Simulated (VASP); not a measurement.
Data:

```yaml
crystal:
  lattice:
    - [2.88109, 0.00000, 0.00000]
    - [0.00000, 2.88109, 0.00000]
    - [0.00000, 0.00000, 2.88109]
  atoms:
    - { symbol: Ga, position: [0.00000, 0.00000, 0.00000] }
    - { symbol: P, position: [0.50000, 0.50000, 0.50000] }
```

Level of theory: PBEsol GGA, VASP's PBE PAW potentials (set 64) (plane waves; VASP 6.6.1). Run with 500 eV cut-off, 13×13×13 Γ-centred mesh, first-order Methfessel-Paxton smearing of 0.10 eV, potentials Ga_d P.

Task: Estimate the energy per atom (σ→0), pressure, band gap (on the k-mesh) with the smallest direct gap where there is one.

Result: 
```
Quantity                                                     Value
------------------------  ----------------------------------------
band gap (on the k-mesh)  none (metal, semimetal or under 0.01 eV)
energy per atom (σ→0)                       -373.3 kJ/mol of atoms
pressure                                                 45.01 GPa
```

Total energies compare only between runs with the same potentials, cut-off and functional.

The structure was generated: GaP was put into the CsCl type type (Pm-3m), which need not be its known phase. It was relaxed first under an external pressure of 45 GPa.
